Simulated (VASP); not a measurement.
```
MoPt
1.0
    4.47661     0.00000     0.00000
    0.00000     2.73373     0.00000
    0.00000     0.00000     4.95840
Mo Pt
2 2
Direct
  0.26003   0.01721   0.16018
  0.74981   0.00493   0.84336
  0.24101   0.48720   0.64484
  0.74916   0.49066   0.35162
```

All values below come from LDA (Ceperley-Alder, Perdew-Zunger), VASP's LDA PAW potentials (set 64) (plane waves; VASP 6.6.1). Run with 300 eV cut-off, 4×7×4 Γ-centred mesh, Gaussian smearing of 0.27 eV, potentials Mo_sv Pt.

At this cut-off the stress carries a Pulay error, which pulls relaxed volumes low.

Q: Give the force on each atom (eV/Å).

A: 
```tsv
atom	Fx	Fy	Fz
Mo1	-0.475	-0.441	-0.010
Mo2	-0.052	-0.246	-0.290
Pt3	0.570	0.339	1.421
Pt4	-0.042	0.348	-1.121
```

Q: Give the stress tensor in GPa (positive for a compressed cell).

A: 
```
-8.07   0.33   0.94
 0.33  -9.68   0.67
 0.94   0.67  -9.33
```
The pressure is its mean diagonal, -9.03 GPa.

The structure comes from a computed database's MoPt entry; how it stands against other phases isn't given here. The cell was not relaxed at this level, atoms are displaced from their ideal sites. The k-mesh is coarse (spacing up to 0.35 per Å, 2π included), so the numbers may not be converged in it.
